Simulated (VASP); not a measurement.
Level of theory: PBE GGA, VASP's PBE PAW potentials (set 64) (plane waves; VASP).

A VASP calculation is set up with these files.

### INCAR
```
! general
SYSTEM = Cl2
PREC   = Accurate
ENCUT  = 300
LREAL  = .FALSE.
LASPH  = .TRUE.

! electronic loop
EDIFF  = 1E-6
NELM   = 100
ALGO   = Normal

! smearing
ISMEAR = -1   ! Fermi-Dirac
SIGMA  = 0.1   ! width (eV)

! functional
GGA    = PE

! ions
ISIF   = 2   ! forces and stress, cell fixed

! output
LWAVE  = .FALSE.
LCHARG = .FALSE.
```

KPOINTS:
```
Automatic mesh
0
Gamma
6 6 9
0 0 0
```

**POSCAR**
```
Cl2
1
    4.9338110000     0.0000000000     0.0000000000
   -2.4669050000     4.2728050000     0.0000000000
    0.0000000000     0.0000000000     3.0008240000
Cl
3
Direct
  0.0000000000   0.0000000000   0.0000000000
  0.3333330000   0.6666670000   0.5000000000
  0.6666670000   0.3333330000   0.5000000000
```

POTCAR, in this order: Cl (PBE.64 set). Program: vasp_std.

Output of the run:

OUTCAR:
```
 ion  position               nearest neighbor table
   1  0.000  0.000  0.000-
   2  0.333  0.667  0.500-
   3  0.667  0.333  0.500-
  LATTYP: Found a hexagonal cell.
 ALAT       =     4.9338110000
 C/A-ratio  =     0.6082162450
 Subroutine PRICEL returns:
 Original cell was already a primitive cell.
 Subroutine GETGRP returns: Found 24 space group operations
The static configuration has the point symmetry D_6h.
The dynamic configuration has the point symmetry D_6h.
 Subroutine INISYM returns: Found 24 space group operations
 Subroutine IBZKPT returns following result:
 Found     35 irreducible k-points:

 Following reciprocal coordinates:
            Coordinates               Weight
  0.000000  0.000000  0.000000      1.000000
  0.166667  0.000000  0.000000      6.000000
  0.333333  0.000000  0.000000      6.000000
  0.500000  0.000000  0.000000      3.000000
  0.166667  0.166667  0.000000      6.000000
  0.333333  0.166667  0.000000     12.000000
  0.333333  0.333333  0.000000      2.000000
  0.000000  0.000000  0.111111      2.000000
  0.166667  0.000000  0.111111     12.000000
  0.333333  0.000000  0.111111     12.000000
  0.500000  0.000000  0.111111      6.000000
  0.166667  0.166667  0.111111     12.000000
  0.333333  0.166667  0.111111     24.000000
  0.333333  0.333333  0.111111      4.000000
  0.000000  0.000000  0.222222      2.000000
  0.166667  0.000000  0.222222     12.000000
  0.333333  0.000000  0.222222     12.000000
  0.500000  0.000000  0.222222      6.000000
  0.166667  0.166667  0.222222     12.000000
  0.333333  0.166667  0.222222     24.000000
  0.333333  0.333333  0.222222      4.000000
  0.000000  0.000000  0.333333      2.000000
  0.166667  0.000000  0.333333     12.000000
  0.333333  0.000000  0.333333     12.000000
  0.500000  0.000000  0.333333      6.000000
  0.166667  0.166667  0.333333     12.000000
  0.333333  0.166667  0.333333     24.000000
  0.333333  0.333333  0.333333      4.000000
  0.000000  0.000000  0.444444      2.000000
  0.166667  0.000000  0.444444     12.000000
  0.333333  0.000000  0.444444     12.000000
  0.500000  0.000000  0.444444      6.000000
  0.166667  0.166667  0.444444     12.000000
  0.333333  0.166667  0.444444     24.000000
  0.333333  0.333333  0.444444      4.000000
   k-points           NKPTS =     35   k-points in BZ     NKDIM =     35   number of bands    NBANDS=     14
   number of dos      NEDOS =    301   number of ions     NIONS =      3
   total plane-waves  NPLWV =  14112
   dimension x,y,z NGX =    28 NGY =   28 NGZ =   18
   dimension x,y,z NGXF=    56 NGYF=   56 NGZF=   36
   ions per type =               3
   PREC   = accura    normal or accurate (medium, high low for compatibility)
   ISTART =      0    job   : 0-new  1-cont  2-samecut
   ICHARG =      2    charge: 1-file 2-atom 10-const
   ISPIN  =      1    spin polarized calculation?
   LNONCOLLINEAR =      F non collinear calculations
   LSORBIT =      F    spin-orbit coupling
   INIWAV =      1    electr: 0-lowe 1-rand  2-diag
   ENCUT  =  300.0 eV  22.05 Ry    4.70 a.u.   6.97  6.97  4.24*2*pi/ulx,y,z
   NELM   =    100;   NELMIN=  2; NELMDL= -5     # of ELM steps
   EDIFF  = 0.1E-05   stopping-criterion for ELM
   LREAL  =      F    real-space projection
   NLSPLINE    = F    spline interpolate recip. space projectors
   LMAXMIX     =    2 max onsite mixed and CHGCAR
   VOSKOWN=      0    Vosko Wilk Nusair interpolation
   EDIFFG = 0.1E-04   stopping-criterion for IOM
   NSW    =      0    number of steps for IOM
...
```

File OSZICAR:
```
       N       E                     dE             d eps       ncg     rms          rms(c)
DAV:   1     0.945229136983E+02    0.94523E+02   -0.69349E+03   980   0.815E+02
DAV:   2     0.117168239838E+01   -0.93351E+02   -0.92127E+02  1324   0.190E+02
DAV:   3    -0.299965743240E+01   -0.41713E+01   -0.41328E+01  1130   0.482E+01
DAV:   4    -0.303502442696E+01   -0.35367E-01   -0.35351E-01  1382   0.510E+00
DAV:   5    -0.303556658379E+01   -0.54216E-03   -0.54214E-03  1298   0.585E-01    0.715E+00
DAV:   6    -0.322464074738E+01   -0.18907E+00   -0.25755E+00  1404   0.697E+00    0.567E+00
DAV:   7    -0.294895288836E+01    0.27569E+00   -0.17429E+00  1256   0.448E+00    0.374E+00
DAV:   8    -0.293876765869E+01    0.10185E-01   -0.76497E-02  1310   0.190E+00    0.323E-01
DAV:   9    -0.293872477440E+01    0.42884E-04   -0.41779E-03  1280   0.471E-01    0.150E-01
DAV:  10    -0.293862269937E+01    0.10208E-03   -0.41108E-04  1310   0.129E-01    0.480E-02
DAV:  11    -0.293862657421E+01   -0.38748E-05   -0.20453E-05  1274   0.326E-02    0.317E-02
DAV:  12    -0.293862976506E+01   -0.31909E-05   -0.30284E-06  1272   0.141E-02    0.675E-03
DAV:  13    -0.293862954424E+01    0.22082E-06   -0.24255E-07   856   0.307E-03
   1 F= -.29386295E+01 E0= -.28462429E+01  d E =-.184773E+00
```

File OUTCAR:
```
------------------------ aborting loop because EDIFF is reached ----------------------------------------
  FORCE on cell =-STRESS in cart. coord.  units (eV):
  Direction    XX          YY          ZZ          XY          YZ          ZX
  --------------------------------------------------------------------------------------
  Total        0.4985470      0.4985468     -0.1498705      0.0000001      0.0000000      0.0000000
  in kB       12.6264302     12.6264262     -3.7956891      0.0000015      0.0000000      0.0000000
  external PRESSURE =       7.1523891 kB  Pullay stress =       0.0000000 kB
  volume of cell :       63.26
      direct lattice vectors                 reciprocal lattice vectors
     4.933811000  0.000000000  0.000000000     0.202683078  0.117019124  0.000000000
    -2.466905000  4.272805000  0.000000000     0.000000000  0.234038296  0.000000000
     0.000000000  0.000000000  3.000824000     0.000000000  0.000000000  0.333241803
 POSITION                                       TOTAL-FORCE (eV/Angst)
 -----------------------------------------------------------------------------------
      0.00000      0.00000      0.00000        -0.000000      0.000000      0.000000
     -0.00000      2.84854      1.50041        -0.000000      0.000000      0.000000
      2.46691      1.42427      1.50041         0.000000     -0.000000      0.000000
 -----------------------------------------------------------------------------------
    total drift:                                0.000000     -0.000000      0.000000
  FREE ENERGIE OF THE ION-ELECTRON SYSTEM (eV)
  ---------------------------------------------------
  free  energy   TOTEN  =        -2.9386295442 eV

  energy  without entropy=       -2.7538562896  energy(sigma->0) =       -2.84624292
```
(Selected blocks of OUTCAR.)

At this cut-off the stress carries a Pulay error, which pulls relaxed volumes low.

The structure was generated: Cl2 was put into an ordered model structure, which need not be its known phase. The cell was not relaxed at this level.
